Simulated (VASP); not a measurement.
Pd (fcc) is relaxed at rising pressure, each step from the one before. Symmetry mostly holds the structure type, and other phases were not tried. The mesh follows the cell, and a change of mesh leaves a small step in the series.

Consider the following.

```xyz
1
Lattice="0.0000 1.9703 1.9703 1.9703 0.0000 1.9703 1.9703 1.9703 0.0000" Properties=species:S:1:pos:R:3 pbc="T T T"
Pd     0.0000     0.0000     0.0000
```

The numbers are results of PBE GGA, VASP's PBE PAW potentials (set 64) (plane waves; VASP), not measurements. Run with 500 eV cut-off, 16×16×16 Γ-centred mesh, first-order Methfessel-Paxton smearing of 0.10 eV, potentials Pd.

```json
[
 {"P (GPa)": "0", "V (Å³/atom)": "15.30", "H − H(0) (eV/atom)": "0.000", "space group": "Fm-3m", "gap on the mesh (eV)": "0.00", "k-mesh": "16×16×16"},
 {"P (GPa)": "5", "V (Å³/atom)": "14.89", "H − H(0) (eV/atom)": "0.471", "space group": "Fm-3m", "gap on the mesh (eV)": "0.00", "k-mesh": "16×16×16"},
 {"P (GPa)": "10", "V (Å³/atom)": "…", "H − H(0) (eV/atom)": "…", "space group": "Fm-3m", "gap on the mesh (eV)": "0.00", "k-mesh": "16×16×16"},
 {"P (GPa)": "20", "V (Å³/atom)": "13.95", "H − H(0) (eV/atom)": "1.818", "space group": "Fm-3m", "gap on the mesh (eV)": "0.00", "k-mesh": "16×16×16"},
 {"P (GPa)": "30", "V (Å³/atom)": "…", "H − H(0) (eV/atom)": "…", "space group": "Fm-3m", "gap on the mesh (eV)": "0.00", "k-mesh": "16×16×16"},
 {"P (GPa)": "45", "V (Å³/atom)": "12.92", "H − H(0) (eV/atom)": "3.914", "space group": "Fm-3m", "gap on the mesh (eV)": "0.00", "k-mesh": "17×17×17"}
]
```

Problem. Fill in the missing entries.

Solution. 
- 30, V (Å³/atom): 13.49
- 30, H − H(0) (eV/atom): 2.675
- 10, V (Å³/atom): 14.53
- 10, H − H(0) (eV/atom): 0.930

Pressures at which the relaxation failed are left out.

The compound is Pd in the fcc structure.
